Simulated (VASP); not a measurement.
Here is a VASP 6.6.1 calculation.

File POSCAR:

```
Mg6SiSb
1.0
    5.1471550000      0.0000000000      0.0000000000
    0.0000000000      2.9859475000      5.7678075000
    0.0000000000     -2.9859475000      5.7678075000
Sb Si Mg
1 1 6
Cartesian
    2.5735775000      0.0000000000      7.4222569389
    0.0000000000      0.0000000000     10.1287198590
    2.5735775000      0.0000000000      1.9816456228
    2.5735775000      1.5393216271      4.6686941028
    2.5735775000     -1.5393216271      4.6686941028
    0.0000000000      0.0000000000      3.7856197033
    0.0000000000      1.5074197640      6.7434206030
    0.0000000000     -1.5074197640      6.7434206030
```

File INCAR.step1:

```
SYSTEM = Mg6SiSb
PREC = Accurate
ENCUT = 520
EDIFF = 1E-5
ISMEAR = 1
SIGMA = 0.2
LREAL = .False.
LASPH = .True.
NELM = 100
ALGO = Normal
ISIF = 2
LWAVE = .True.
LCHARG = .False.
NBANDS = 20
GGA = PE
```

Contents of INCAR.step2:

```
SYSTEM = Mg6SiSb
PREC = Accurate
ENCUT = 520
EDIFF = 1E-6
ISMEAR = -5
SIGMA = 0.2
LREAL = .False.
LASPH = .True.
NELM = 100
ALGO = Normal
ISIF = 2
LWAVE = .False.
LCHARG = .False.
METAGGA = MBJ
LORBIT = 11
NBANDS = 20
ISTART = 1
NEDOS = 1001
```

KPOINTS

```
regular mesh
0
Gamma
  5 5 5
  0 0 0
```

Potentials or basis: VASP PAW PBE potentials, release 64 (Sb, Si, Mg).

Run with:

```bash
$ cat potpaw_PBE.64/Sb/POTCAR potpaw_PBE.64/Si/POTCAR potpaw_PBE.64/Mg/POTCAR > POTCAR
$ cp INCAR.step1 INCAR
$ mpirun -np 1 vasp_std > vasp.out
$ cp INCAR.step2 INCAR
$ mpirun -np 1 vasp_std > vasp.out
```

(1) What does it give for the band gap on the k mesh?

## Answers

(1) none (metal or under the smearing width).
